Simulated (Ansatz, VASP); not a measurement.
## Zn3SbN3 (Zn3SbN3 (Cm)): VASP beside Ansatz

Aim: how closely do two programs agree when they are given the same cell, functional and k mesh? The two relaxations start from unlike cells of this crystal (the structure described is Ansatz's start), so only their ends are compared.

Method: plane waves, with VASP 6.6.1 beside it; relaxation of cell and atoms at PBE, in Ansatz 0.2.0.

### Step 1. The starting structure

The structure is monoclinic, space group Cm (No. 8). The conventional cell has a = 6.788 Å, b = 6.566 Å, c = 5.577 Å, α = 90.00°, β = 125.21°, γ = 90.00°. Nearest to Zn lie 3 N at 1.95 to 1.96 Å. Nearest to Zn lie 3 N at 1.97 to 2.00 Å. Nearest to Sb lie 3 N at 2.04 to 2.06 Å. N has 3 Zn at 1.96 to 2.00 Å and 1 Sb at 2.06 Å nearest. N has 3 Zn at 1.95 to 1.97 Å and 1 Sb at 2.04 Å nearest. Farther neighbours and most contacts between anions are not listed.

### Step 2. Ansatz: relaxation of cell and atoms, PBE

Ansatz runs on its PAW soft_1 files.

The relaxed volume is the usual yardstick between codes: in a stiff, nearly cubic crystal its relative difference is about their pressure difference at one cell divided by the bulk modulus.

Contents of input.yaml:

```yaml
crystal:
  lattice:
    - [3.3938895, -3.2832481, 0.0]
    - [3.3938895, 3.2832481, 0.0]
    - [-3.2155964, 0.0, 4.5561293]
  atoms:
    - { symbol: Zn, position: [0.35734189, 0.35734189, 0.88191553] }
    - { symbol: Zn, position: [0.68513959, 0.24398597, 0.48017415] }
    - { symbol: Zn, position: [0.24398597, 0.68513959, 0.48017415] }
    - { symbol: Sb, position: [0.93949114, 0.93949114, 0.99758537] }
    - { symbol: "N", position: [0.05793866, 0.58896474, 0.70011664] }
    - { symbol: "N", position: [0.58896474, 0.05793866, 0.70011664] }
    - { symbol: "N", position: [0.301278, 0.301278, 0.18780951] }
basis:
  ecutwfc: 420
  xc_grid: 2
hamiltonian:
  xc: pbe
  pseudopotentials: { kind: paw, azcp: { folder: soft_1 } }
kpoints:
  mp_grid: { grid: [7, 7, 6] }
scf:
  occupations: { method: fixed }
  max_iter: 100
relax:
  f_tol: 0.005
  max_steps: 60
  cell: {}
output:
  forces: true
  stress: true
checkpoint:
  write: "../cell.run"
  compress: false
  write_wavefunctions: false
  write_every: 100000
```

On the command line:

```console
> ansatz run input.yaml --threads 4 --pin off --max-ram 15073MiB --backend cpu --events-out ev --progress --plain --runs-dir out
```

Numbers of over 12 decimals in the logs are rounded to 6 here.

The log of the run:

```text
Engine: ansatz 0.2.0, aarch64-unknown-linux-gnu
Pseudopotentials: kind: paw
Pseudopotential: Zn, paw, valence charge 12, recommended cutoff 420 eV (normal), soft_1/Zn.paw.azcp
Pseudopotential: Sb, paw, valence charge 15, recommended cutoff 420 eV (normal), soft_1/Sb.paw.azcp
Pseudopotential: N, paw, valence charge 5, recommended cutoff 420 eV (normal), soft_1/N.paw.azcp
Functional definition: PBE
  parameter kappa = 0.804
  parameter beta = 0.066725
  exchange = pbe_x(kappa = kappa, mu = beta*pi^2/3)
  correlation = pbe_c(beta = beta)
Crystal: 7 atoms, lattice volume = 101.538 Å³
Basis set: ecut = 420 eV, 1987 PW (Γ), exchange–correlation on 64×64×80 points (8 copies of the dense FFT grid, shifted against one another)
Bands: 40, of which v1, the nominal top of the filled ones, is band 33 counted from 1 (32 counted from 0)
Symmetry: 2 space group operations
Space group: Cm (ITA 8), of the structure as read, at distance tolerance 4.7e-5 Å
k-points: 88 of 294 (time reversal used)
Non-local potential: Zn, projectors of the file, l = 0: 2, l = 1: 2, l = 2: 3, l = 3: 1
Non-local potential: Sb, projectors of the file, l = 0: 2, l = 1: 2, l = 2: 2, l = 3: 1
Non-local potential: N, projectors of the file, l = 0: 2, l = 1: 2, l = 2: 1
PAW form: soft (Blöchl's): semilocal exchange-correlation on the pseudo side does not see the compensation charge
PAW one-centre angular grid: Zn, 590 points (default); XC on 64 Gauss nodes
PAW one-centre angular grid: Sb, 590 points (default); XC on 64 Gauss nodes
PAW one-centre angular grid: N, 110 points (default); XC on 64 Gauss nodes
Initial density: superposition of atomic densities (chi_scale 0.1, normalization cell, long waves kept (reshape's long-wave potential 0.03 eV rms))
Initial wavefunctions: pseudopotential atomic-orbital guess
Functional: x = pbe(κ = 0.804, μ = 0.219515), c = pbe(β = 0.066725)
SCF iter   1: F=—  HF=-17594.624538 eV  |F-HF|=—  |Δ(HF+E_count)|=         —  Δρ=7.68e-2  dr2=7.41e0  ethr=3.10e-3  ⟨swp⟩=4.9  Hψ=13721  notcnv=0  defer=421
preconditioner: auto → Resta (q_TF=auto, 2.539 Å⁻¹)  ε∞=5.2  [insulator: Δε(μ)=2.096 eV  Ē_g=14.526 eV  n_scr=30 (ndim 8)  ℏωp=29.9 eV  f_vac=0.006  ε∞_Penn≈5.2]
SCF iter   2: F=—  HF=-17592.878611 eV  |F-HF|=—  |Δ(HF+E_count)|=    1.75e0  Δρ=2.91e-2  dr2=5.28e-1  ethr=3.10e-3  ⟨swp⟩=3.0  Hψ=7250  notcnv=0  defer=435
SCF iter   3: F=—  HF=-17592.784506 eV  |F-HF|=—  |Δ(HF+E_count)|=   9.41e-2  Δρ=1.55e-2  dr2=1.94e-1  ethr=8.00e-4  ⟨swp⟩=3.0  Hψ=5791  notcnv=0  defer=348
automatic band count: iteration 3 solves 39 bands in place of 40: the levels show a gap, and the empty bands left out lie too high to hold charge; the band table lists the bands solved (type scf.n_extra_bands for more)
SCF iter   4: F=—  HF=-17592.778919 eV  |F-HF|=—  |Δ(HF+E_count)|=   5.59e-3  Δρ=9.07e-3  dr2=4.50e-2  ethr=2.93e-4  ⟨swp⟩=2.1  Hψ=5608  notcnv=0  defer=347
SCF iter   5: F=—  HF=-17592.767382 eV  |F-HF|=—  |Δ(HF+E_count)|=   1.15e-2  Δρ=2.01e-3  dr2=3.26e-3  ethr=6.82e-5  ⟨swp⟩=2.0  Hψ=6429  notcnv=0  defer=348
SCF iter   6: F=—  HF=-17592.768905 eV  |F-HF|=—  |Δ(HF+E_count)|=   1.52e-3  Δρ=4.14e-4  dr2=1.88e-4  ethr=4.94e-6  ⟨swp⟩=2.0  Hψ=5853  notcnv=0  defer=264
automatic band count: iteration 6 solves 38 bands in place of 39: the levels show a gap, and the empty bands left out lie too high to hold charge; the band table lists the bands solved (type scf.n_extra_bands for more)
SCF iter   7: F=—  HF=-17592.769088 eV  |F-HF|=—  |Δ(HF+E_count)|=   1.83e-4  Δρ=2.63e-4  dr2=7.00e-5  ethr=2.86e-7  ⟨swp⟩=2.0  Hψ=6247  notcnv=0  defer=260
SCF iter   8: F=—  HF=-17592.769104 eV  |F-HF|=—  |Δ(HF+E_count)|=   1.59e-5  Δρ=2.16e-4  dr2=4.31e-5  ethr=1.06e-7  ⟨swp⟩=2.0  Hψ=5753  notcnv=0  defer=70
SCF iter   9: F=—  HF=-17592.769097 eV  |F-HF|=—  |Δ(HF+E_count)|=   7.14e-6  Δρ=4.31e-5  dr2=1.47e-6  ethr=6.53e-8  ⟨swp⟩=2.0  Hψ=5439  notcnv=0  defer=70
SCF iter  10: F=—  HF=-17592.769098 eV  |F-HF|=—  |Δ(HF+E_count)|=   9.56e-7  Δρ=2.82e-5  dr2=6.54e-7  ethr=2.23e-9  ⟨swp⟩=2.0  Hψ=6193  notcnv=0  defer=81
SCF iter  11: F=—  HF=-17592.769098 eV  |F-HF|=—  |Δ(HF+E_count)|=   2.10e-7  Δρ=1.70e-5  dr2=2.56e-7  ethr=9.92e-10  ⟨swp⟩=2.0  Hψ=5492  notcnv=0  defer=89
SCF iter  12: F=-17592.769098 eV  HF=-17592.769098 eV  |F-HF|=9.37e-9  |Δ(HF+E_count)|=   7.43e-9  Δρ=4.56e-6  dr2=1.95e-8  ethr=1.52e-10  ⟨swp⟩=5.0  Hψ=12592  notcnv=0
SCF 1 converged in 12 iterations: F = -17592.769098 eV  dr2 = 1.95e-8
  greatest PAW one-centre occupation: 0.996 electrons in one spin orbital (limit 2), on the Sb atom at site 3 (counted from 0), in its partial waves of l = 2
relax step   1: F+E_penalty+E_count = -17592.76909834 eV  Δ(F+E_penalty+E_count) = +0.000e0 eV  max|allowed force component| = 2.602e-1 eV/Å  Δτ_max = 0.0000 Å  P = +3.519 GPa  Ω = 101.538 Å³  (12 SCF iters, dr2 threshold 1.00e-7 eV, accepted)
[...]
relax step   7: F+E_penalty+E_count = -17592.80420377 eV  Δ(F+E_penalty+E_count) = -5.770e-3 eV  max|allowed force component| = 1.256e-3 eV/Å  Δτ_max = 0.0000 Å  P = +0.066 GPa  Ω = 104.989 Å³  stress off target by 7.85e-2 GPa  SCF on the basis re-selected at this cell (its energy is not comparable with the rows above)  (8 SCF iters)
[...]
relax step   8: F+E_penalty+E_count = -17592.80409526 eV  Δ(F+E_penalty+E_count) = +1.085e-4 eV  max|allowed force component| = 4.823e-4 eV/Å  Δτ_max = 0.0008 Å  P = +0.002 GPa  Ω = 105.078 Å³  energy of the carried Pulay correction = -1.288e-4 eV  (5 SCF iters, dr2 threshold 1.54e-8 eV, accepted)
[...]
relax step   9: F+E_penalty+E_count = -17592.80421473 eV  Δ(F+E_penalty+E_count) = -1.195e-4 eV  max|allowed force component| = 5.055e-4 eV/Å  Δτ_max = 0.0000 Å  P = +0.002 GPa  Ω = 105.078 Å³  stress off target by 5.16e-3 GPa  SCF on the basis re-selected at this cell (its energy is not comparable with the rows above)  (7 SCF iters)
basis re-selected at this cell: Δ(F+E_penalty+E_count) = -1.195e-4 eV, ΔP = +0.001 GPa vs the last step (what re-selecting the basis moved, of the pressure what is left beyond the Pulay correction that the steps carried, after the strain that the cell walked since its last selection, with what the two solves' SCF thresholds leave and, on support functions, any second-order correction that the steps lacked; it is no m [...]
SCF converged after 7 iterations
Free energy (F): -17592.804215 eV
Harris-Foulkes:  -17592.804215 eV  (|F-HF|=3.64e-12)
Internal energy: -17592.804215 eV  (E = F + TS)
E sigma→0 (E₀):  -17592.804215 eV
Fermi energy:    8.035453 eV
--- Per-component energies (eV) ---
  E_band       = -72.111182
  E_kinetic    = 983.439636
  E_local      = -8157.124695  (includes V_loc(G=0)·N_el)
  E_nonlocal   = 2958.181017
  E_hartree    = 3143.371186
  E_xc         = -509.127581
  E_vxc        = -465.505296  (∫ρ·V_xc dr)
  E_paw        = -10621.139005  (= ΣΔE_a)
  E_vpaw       = -1677.846301  (= ΣTr[D̂ρ^β])
  E_aug_tail   = 0.002013  (compensation charges beyond the density's cutoff)
  E_ewald      = -5390.406785
  E_smearing   = -0.000000  (= −TS)
  E_closure    = -0.000000  (closes the sum)
  Σ components = -17592.804215   (vs F -17592.804215, Δ=0.00e0)
--- Forces (eV/Å), atoms counted from 1 ---
  atom   1  Zn     0.00002106    -0.00000000     0.00009580
  atom   2  Zn     0.00002320    -0.00004942     0.00023177
  atom   3  Zn     0.00002320     0.00004942     0.00023177
  atom   4  Sb    -0.00014569     0.00000000    -0.00050554
  atom   5  N     -0.00005809    -0.00016870    -0.00009359
  atom   6  N     -0.00005809     0.00016870    -0.00009359
  atom   7  N      0.00019595    -0.00000000     0.00013293
  max |Σ_I F_I| component: 1.52e-6 eV/Å
--- Stress (GPa, compression-positive) ---
       -0.000040       0.000000      -0.002229
        0.000000       0.003233       0.000000
       -0.002229       0.000000       0.004199
  P = ⅓ Tr σ = 0.0025 GPa (0.025 kbar)
--- Relaxed structure (7 steps of the walk, 7 accepted, 2 SCFs on fresh bases) ---
  F+E_penalty+E_count = -17592.80421473 eV   max|allowed force component| = 5.055e-4 eV/Å   (the final SCF, on the basis selected at the relaxed cell)
  cell:  # Å, volume = 105.0776 Å³
    - [3.432157, -3.316652, -0.00634022]
    - [3.432157, 3.316652, -0.00634022]
    - [-3.260365, -1.4506644160542944e-17, 4.621461]
  atoms:
    - { symbol: Zn, position: [0.356956, 0.356956, 0.882347] }
    - { symbol: Zn, position: [0.683123, 0.245971, 0.482143] }
    - { symbol: Zn, position: [0.245971, 0.683123, 0.482143] }
    - { symbol: Sb, position: [0.940064, 0.940064, 0.995446] }
    - { symbol: N, position: [0.058297, 0.587263, 0.699151] }
    - { symbol: N, position: [0.587263, 0.058297, 0.699151] }
    - { symbol: N, position: [0.302465, 0.302465, 0.187510] }
```

Reading the cycles: dr2 is the Hartree energy of the density residual (eV), the measure of convergence; HF is the Harris–Foulkes estimate of the energy, which meets the free energy F at convergence.

### Step 3. VASP: relaxation of cell and atoms, PBE

Its own start cell and the same functional and mesh now go to VASP, with its own data sets.

Lines of VASP's logs that name or quote its potential files are left out, and so is its time.

Contents of INCAR:

```
SYSTEM = Zn3SbN3
PREC = Accurate
ENCUT = 600
EDIFF = 1E-07
NELM = 120
ISMEAR = 0
SIGMA = 0.01
LREAL = .FALSE.
ALGO = Normal
GGA = PE
NBANDS = 35
LORBIT = 11
LWAVE = .FALSE.
LCHARG = .FALSE.
ISIF = 3
IBRION = 2
NSW = 80
EDIFFG = -0.005
LASPH = .TRUE.
GGA_COMPAT = .FALSE.
NELMIN = 4
EFERMI = MIDGAP
KPAR = 2
```

Contents of POSCAR:

```
Zn3SbN3
1.0
    3.4371380306     -3.3178864767     -0.0075401836
    3.4371380306      3.3178864767     -0.0075401836
   -3.2666903846      0.0000000000      4.6250463866
Zn Sb N
3 1 3
Direct
    0.3569832776      0.3569832776      0.8825293862
    0.6834505330      0.2457257665      0.4820159267
    0.2457257665      0.6834505330      0.4820159267
    0.9398819664      0.9398819664      0.9957202670
    0.0583105253      0.5876696020      0.6991512704
    0.5876696020      0.0583105253      0.6991512704
    0.3021185424      0.3021185424      0.1873083587
```

Contents of KPOINTS:

```
Automatic mesh
0
Gamma
7 7 6
0 0 0
```

The projector-augmented-wave data sets are Zn, Sb and N (PBE family, release 64).

On the command line:

```console
> mpirun -np 2 vasp_std
```

The log of the run:

```text
[banner, memory and clock lines left out]
running    2 mpi-ranks, on    1 nodes
 distrk:  each k-point on    1 cores,    2 groups
 distr:  one band on    1 cores,    1 groups

 POSCAR found type information on POSCAR ZnSbN
 POSCAR found :  3 types and       7 ions
 LDA part: xc-table for (Slater+PW92), standard interpolation
 POSCAR, INCAR and KPOINTS ok, starting setup
 FFT: planning ... GRIDC
 FFT: planning ... GRID_SOFT
 FFT: planning ... GRID
 WAVECAR not read
 entering main loop
       N       E                     dE             d eps       ncg     rms          rms(c)
DAV:   1     0.486135948179E+03    0.48614E+03   -0.28553E+04  6160   0.220E+03
DAV:   2     0.318683538253E+02   -0.45427E+03   -0.43918E+03  6467   0.471E+02
DAV:   3    -0.353263444021E+02   -0.67195E+02   -0.65870E+02  6898   0.168E+02
DAV:   4    -0.389312698580E+02   -0.36049E+01   -0.35813E+01  7154   0.398E+01
DAV:   5    -0.389899949687E+02   -0.58725E-01   -0.58632E-01  7342   0.534E+00    0.186E+01
DAV:   6    -0.311048959115E+02    0.78851E+01   -0.29541E+01 11031   0.867E+01    0.987E+00
DAV:   7    -0.318798662429E+02   -0.77497E+00   -0.93482E+00  6600   0.231E+01    0.626E+00
DAV:   8    -0.318062348413E+02    0.73631E-01   -0.19948E+00  8660   0.873E+00    0.280E+00
DAV:   9    -0.317042870325E+02    0.10195E+00   -0.43276E-01  8358   0.677E+00    0.630E-01
DAV:  10    -0.317094775304E+02   -0.51905E-02   -0.82009E-02  6696   0.162E+00    0.302E-01
DAV:  11    -0.317100607259E+02   -0.58320E-03   -0.19434E-03  7576   0.387E-01    0.109E-01
DAV:  12    -0.317099236471E+02    0.13708E-03   -0.74489E-04  8338   0.246E-01    0.244E-02
DAV:  13    -0.317099428519E+02   -0.19205E-04   -0.17447E-04  6784   0.900E-02    0.256E-02
DAV:  14    -0.317099463392E+02   -0.34872E-05   -0.23390E-05  8050   0.451E-02    0.151E-02
DAV:  15    -0.317099449794E+02    0.13598E-05   -0.56401E-06  8056   0.428E-02    0.702E-03
DAV:  16    -0.317099446306E+02    0.34881E-06   -0.30697E-06  8413   0.178E-02    0.287E-03
DAV:  17    -0.317099446378E+02   -0.71514E-08   -0.34641E-07  5989   0.433E-03
   1 F= -.31709945E+02 E0= -.31709945E+02  d E =-.317099E+02
 curvature:   0.00 expect dE= 0.000E+00 dE for cont linesearch  0.000E+00
 trial: gam= 0.00000 g(F)=  0.324E-05 g(S)=  0.279E-05 ort = 0.000E+00 (trialstep = 0.100E+01)
 search vector abs. value=  0.603E-05
 bond charge predicted
       N       E                     dE             d eps       ncg     rms          rms(c)
DAV:   1    -0.317099709550E+02   -0.26324E-04   -0.96523E-04  7776   0.344E-01    0.389E-02
DAV:   2    -0.317099507570E+02    0.20198E-04   -0.15961E-04  7472   0.209E-01    0.158E-02
DAV:   3    -0.317099487785E+02    0.19785E-05   -0.62321E-06  6803   0.196E-02    0.855E-03
DAV:   4    -0.317099480493E+02    0.72915E-06   -0.14574E-06  7397   0.987E-03    0.160E-03
DAV:   5    -0.317099480498E+02   -0.47021E-09   -0.31833E-07  5156   0.840E-03
   2 F= -.31709948E+02 E0= -.31709948E+02  d E =-.341205E-05
 trial-energy change:   -0.000003  1 .order   -0.000003   -0.000006   -0.000001
 step:   1.1831(harm=  1.1831)  dis= 0.00029  next Energy=   -31.709948 (dE=-0.357E-05)
 reached required accuracy - stopping structural energy minimisation
```

[end of part 1 of 2]

[Lines on the potential files, build, host, timing and source positions are cut from VASP's logs without a mark.]

[Logs are printed without paths, hosts, clocks, repeated set-up lines and the standing remarks that a program may print on its own settings, such as how far it seeks lower states.]

[Hosts, paths, dates, database ids (printed as entryN), source tags and the programs' standing remarks are cut or masked in the printed files.]
